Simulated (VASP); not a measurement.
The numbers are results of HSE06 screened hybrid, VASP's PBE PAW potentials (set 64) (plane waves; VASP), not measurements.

VASP ran on this input.

### INCAR
```
SYSTEM = In32P31
PREC = Normal; ENCUT = 400; LREAL = Auto
LASPH = .True.; ISYM = 0; NELECT = 250.0
EDIFF = 1E-5; NELM = 50; NELMIN = 4
ALGO = Normal; LMAXMIX = 4
ISMEAR = 0; SIGMA = 0.05
GGA = PE; LHFCALC = .True.; AEXX = 0.25
HFSCREEN = 0.2; PRECFOCK = Fast
ISIF = 0
LWAVE = .False.; LCHARG = .False.
```

File KPOINTS:
```
Automatic
0
G
 1 1 1
0 0 0
```

### POSCAR
```
In32P31
1
   11.9995217332     0.0000000000     0.0000000000
    0.0000000000    11.9995217332     0.0000000000
    0.0000000000     0.0000000000    11.9995217332
In P
32 31
Direct
  0.4995382616   0.0003443984   0.0003129342
  0.7500349131   0.2499122983   0.9989176568
  0.7499516904   0.9989021688   0.2499080110
  0.0002442297   0.9996244197   0.0000144566
  0.2503863509   0.2494447466   0.0003540253
  0.4997783224   0.5002045626   0.9988155435
  0.7504352803   0.7495954528   0.0004157324
  0.2503014846   0.0003386353   0.2495674930
  0.5000886039   0.2506408436   0.2501269022
  0.7493941984   0.4998103553   0.2502085203
  0.5000429311   0.9990553584   0.4998868808
  0.7520387057   0.2480208130   0.5019552062
  0.7506153446   0.9996586434   0.7501270568
  0.9996210327   0.5004096720   0.0003393669
  0.2498378483   0.7501448252   0.9998529655
  0.0011408102   0.2499981309   0.2499613782
  0.2488713072   0.5001797058   0.2497507768
  0.4998776122   0.7510602243   0.2497966739
  0.0001919132   0.9997193077   0.5005200717
  0.2489194702   0.2499376930   0.5000658801
  0.5002135830   0.4997102729   0.4992943772
  0.7500557833   0.7511222143   0.5000514305
  0.2502215125   0.9995068082   0.7501352040
  0.4999462766   0.2500052043   0.7511117417
  0.7499832908   0.5000296367   0.7511370794
  0.9995479043   0.7496015792   0.2495977183
  0.0010811465   0.4999908602   0.4999447168
  0.2504481310   0.7495586938   0.5003830427
  0.0002233868   0.2493899780   0.7501616974
  0.2503385118   0.5004847786   0.7494475102
  0.4995333329   0.7496278493   0.7495001201
  0.0003512875   0.7497886448   0.7502306634
  0.6260769561   0.1265426311   0.1265120291
  0.8734184352   0.3738861931   0.1265294558
  0.8741330126   0.1259474274   0.3738093245
  0.1254341682   0.1250819037   0.1250465290
  0.3763575113   0.3762383196   0.1263175358
  0.6237695247   0.6236103335   0.1264110415
  0.8748525918   0.8745153626   0.1251434920
  0.3764668362   0.1265898985   0.3760618364
  0.8734063472   0.6234926298   0.3761133822
  0.6239591162   0.1259986231   0.6239973994
  0.8741028422   0.3761407758   0.6240665112
  0.8751327609   0.1247462780   0.8746446049
  0.1244132009   0.6250453751   0.1249473182
  0.3749420228   0.8755053459   0.1250064610
  0.1250489558   0.3750275125   0.3749494051
  0.3763919075   0.6235723017   0.3736904962
  0.6249688201   0.8750277478   0.3748964606
  0.1247753079   0.1247244701   0.6250797776
  0.3765639152   0.3738605787   0.6234028221
  0.6261141992   0.6234014510   0.6233608584
  0.8751270307   0.8750487895   0.6250322821
  0.3751097421   0.1249783405   0.8754028456
  0.6249705791   0.3750305346   0.8749943733
  0.8748667931   0.6248403992   0.8754410511
  0.1253747269   0.8745995388   0.3747291126
  0.1254245416   0.6248351178   0.6246918522
  0.3752565450   0.8746199922   0.6246084255
  0.1254217438   0.3752374464   0.8753109502
  0.3749315061   0.6250497544   0.8743707307
  0.6247526588   0.8745851837   0.8752910321
  0.1250362432   0.8749439683   0.8749797697
```

POTCAR, in this order: In P (PBE.64 set). Program: vasp_gam. Read from the step before: WAVECAR.

What VASP printed:

**OUTCAR**
```
 ion  position               nearest neighbor table
   1  0.500  0.000  0.000-  54 2.59  46 2.59  62 2.60  33 2.63
   2  0.750  0.250  0.999-  55 2.59  44 2.59  33 2.60  34 2.60
   3  0.750  0.999  0.250-  49 2.59  39 2.59  33 2.60  35 2.60
   4  0.000  1.000  0.000-  63 2.59  44 2.60  39 2.60  36 2.60
   5  0.250  0.249  0.000-  36 2.59  54 2.59  60 2.60  37 2.62
   6  0.500  0.500  0.999-  61 2.59  55 2.59  37 2.60  38 2.60
   7  0.750  0.750  0.000-  39 2.59  56 2.59  62 2.60  38 2.62
   8  0.250  0.000  0.250-  46 2.59  36 2.59  57 2.60  40 2.63
   9  0.500  0.251  0.250-  37 2.59  40 2.59  33 2.59
  10  0.749  0.500  0.250-  38 2.59  41 2.59  34 2.59
  11  0.500  0.999  0.500-  59 2.59  49 2.59  40 2.60  42 2.60
  12  0.752  0.248  0.502-  42 2.58  43 2.58  35 2.58
  13  0.751  1.000  0.750-  44 2.59  53 2.59  62 2.61  42 2.63
  14  1.000  0.500  0.000-  45 2.59  56 2.59  60 2.60  34 2.63
  15  0.250  0.750  1.000-  63 2.59  46 2.60  45 2.60  61 2.60
  16  0.001  0.250  0.250-  47 2.59  36 2.59  35 2.60  34 2.60
  17  0.249  0.500  0.250-  45 2.59  47 2.59  48 2.60  37 2.60
  18  0.500  0.751  0.250-  49 2.59  46 2.59  38 2.60  48 2.60
  19  0.000  1.000  0.501-  50 2.59  53 2.59  57 2.61  35 2.63
  20  0.249  0.250  0.500-  47 2.59  50 2.59  40 2.60  51 2.60
  21  0.500  0.500  0.499-  48 2.59  51 2.59  52 2.59
  22  0.750  0.751  0.500-  53 2.59  49 2.59  41 2.60  52 2.60
  23  0.250  1.000  0.750-  63 2.60  59 2.60  54 2.60  50 2.60
  24  0.500  0.250  0.751-  55 2.59  54 2.59  51 2.60  42 2.60
  25  0.750  0.500  0.751-  55 2.59  56 2.59  52 2.60  43 2.60
  26  1.000  0.750  0.250-  39 2.59  45 2.59  57 2.60  41 2.62
  27  0.001  0.500  0.500-  47 2.59  58 2.59  43 2.60  41 2.60
  28  0.250  0.750  0.500-  58 2.59  59 2.59  57 2.60  48 2.62
  29  0.000  0.249  0.750-  44 2.59  50 2.59  60 2.61  43 2.63
  30  0.250  0.500  0.749-  58 2.59  61 2.59  60 2.61  51 2.62
  31  0.500  0.750  0.750-  61 2.59  59 2.59  62 2.60  52 2.63
  32  0.000  0.750  0.750-  63 2.60  58 2.60  56 2.60  53 2.60
  33  0.626  0.127  0.127-   9 2.59   3 2.60   2 2.60   1 2.63
  34  0.873  0.374  0.127-  10 2.59   2 2.60  16 2.60  14 2.63
  35  0.874  0.126  0.374-  12 2.58  16 2.60   3 2.60  19 2.63
  36  0.125  0.125  0.125-   5 2.59  16 2.59   8 2.59   4 2.60
  37  0.376  0.376  0.126-   9 2.59  17 2.60   6 2.60   5 2.62
  38  0.624  0.624  0.126-  10 2.59  18 2.60   6 2.60   7 2.62
  39  0.875  0.875  0.125-   3 2.59  26 2.59   7 2.59   4 2.60
  40  0.376  0.127  0.376-   9 2.59  20 2.60  11 2.60   8 2.63
  41  0.873  0.623  0.376-  10 2.59  22 2.60  27 2.60  26 2.62
  42  0.624  0.126  0.624-  12 2.58  11 2.60  24 2.60  13 2.63
  43  0.874  0.376  0.624-  12 2.58  27 2.60  25 2.60  29 2.63
  44  0.875  0.125  0.875-  13 2.59  29 2.59   2 2.59   4 2.60
  45  0.124  0.625  0.125-  14 2.59  26 2.59  17 2.59  15 2.60
  46  0.375  0.876  0.125-   8 2.59   1 2.59  18 2.59  15 2.60
  47  0.125  0.375  0.375-  16 2.59  27 2.59  20 2.59  17 2.59
  48  0.376  0.624  0.374-  21 2.59  17 2.60  18 2.60  28 2.62
  49  0.625  0.875  0.375-   3 2.59  11 2.59  22 2.59  18 2.59
  50  0.125  0.125  0.625-  19 2.59  29 2.59  20 2.59  23 2.60
  51  0.377  0.374  0.623-  21 2.59  20 2.60  24 2.60  30 2.62
  52  0.626  0.623  0.623-  21 2.59  22 2.60  25 2.60  31 2.63
  53  0.875  0.875  0.625-  22 2.59  13 2.59  19 2.59  32 2.60
  54  0.375  0.125  0.875-   1 2.59   5 2.59  24 2.59  23 2.60
  55  0.625  0.375  0.875-  25 2.59  24 2.59   2 2.59   6 2.59
  56  0.875  0.625  0.875-  25 2.59  14 2.59   7 2.59  32 2.60
  57  0.125  0.875  0.375-  28 2.60   8 2.60  26 2.60  19 2.61
  58  0.125  0.625  0.625-  27 2.59  30 2.59  28 2.59  32 2.60
  59  0.375  0.875  0.625-  11 2.59  28 2.59  31 2.59  23 2.60
  60  0.125  0.375  0.875-   5 2.60  14 2.60  30 2.61  29 2.61
  61  0.375  0.625  0.874-  31 2.59  30 2.59   6 2.59  15 2.60
  62  0.625  0.875  0.875-   7 2.60  31 2.60   1 2.60  13 2.61
  63  0.125  0.875  0.875-  15 2.59   4 2.59  32 2.60  23 2.60
 Subroutine IBZKPT returns following result:
 Found      1 irreducible k-points:

 Following reciprocal coordinates:
            Coordinates               Weight
  0.000000  0.000000  0.000000      1.000000
 Subroutine IBZKPT_HF returns following result:
   k-points           NKPTS =      1   k-points in BZ     NKDIM =      1   number of bands    NBANDS=    157
   number of dos      NEDOS =    301   number of ions     NIONS =     63
   total plane-waves  NPLWV = 216000
   dimension x,y,z NGX =    60 NGY =   60 NGZ =   60
...
```

File OSZICAR:
```
       N       E                     dE             d eps       ncg     rms          rms(c)
DAV:   1    -0.310708461907E+03   -0.31071E+03   -0.14977E+01   314   0.714E+00    0.123E+01
DAV:   2    -0.310869790169E+03   -0.16133E+00   -0.74415E-01   383   0.137E+00    0.843E+00
DAV:   3    -0.310834466363E+03    0.35324E-01   -0.29892E-02   359   0.293E-01    0.493E+00
DAV:   4    -0.310817423509E+03    0.17043E-01   -0.10578E-02   364   0.155E-01    0.272E+00
DAV:   5    -0.310811478112E+03    0.59454E-02   -0.40216E-03   348   0.903E-02    0.145E+00
DAV:   6    -0.310809286722E+03    0.21914E-02   -0.97407E-04   356   0.479E-02    0.765E-01
DAV:   7    -0.310808475029E+03    0.81169E-03   -0.31929E-04   343   0.294E-02    0.398E-01
DAV:   8    -0.310808190848E+03    0.28418E-03   -0.12085E-04   348   0.187E-02    0.202E-01
DAV:   9    -0.310808096633E+03    0.94215E-04   -0.41532E-05   271   0.113E-02    0.102E-01
DAV:  10    -0.310808067686E+03    0.28947E-04   -0.18477E-05   231   0.806E-03    0.480E-02
DAV:  11    -0.310808060310E+03    0.73757E-05   -0.80987E-06   204   0.508E-03
   1 F= -.31080806E+03 E0= -.31080806E+03  d E =-.953261E-12
```

### OUTCAR
```
------------------------ aborting loop because EDIFF is reached ----------------------------------------
  volume of cell :     1727.79
      direct lattice vectors                 reciprocal lattice vectors
    11.999521733  0.000000000  0.000000000     0.083336655  0.000000000  0.000000000
     0.000000000 11.999521733  0.000000000     0.000000000  0.083336655  0.000000000
     0.000000000  0.000000000 11.999521733     0.000000000  0.000000000  0.083336655
  FREE ENERGIE OF THE ION-ELECTRON SYSTEM (eV)
  ---------------------------------------------------
  free  energy   TOTEN  =      -310.8080603100 eV

  energy  without entropy=     -310.8080603100  energy(sigma->0) =     -310.80806031

  exchange ACFDT corr.  =         0.00000000  see jH, gK, PRB 81, 115126
```
(Selected blocks of OUTCAR.)

The cell is charged, with a uniform compensating background. The supercell is sampled at Γ alone, which is coarse: total energies, pressure and levels can be off, energies of defects by several tenths of an eV.

The cell is a supercell with a defect, built from InP (zinc blende): vac_P, charge +1. The cell's shape comes from a PBE relaxation. The run is not spin-polarised, so no state with unpaired spins was tried.
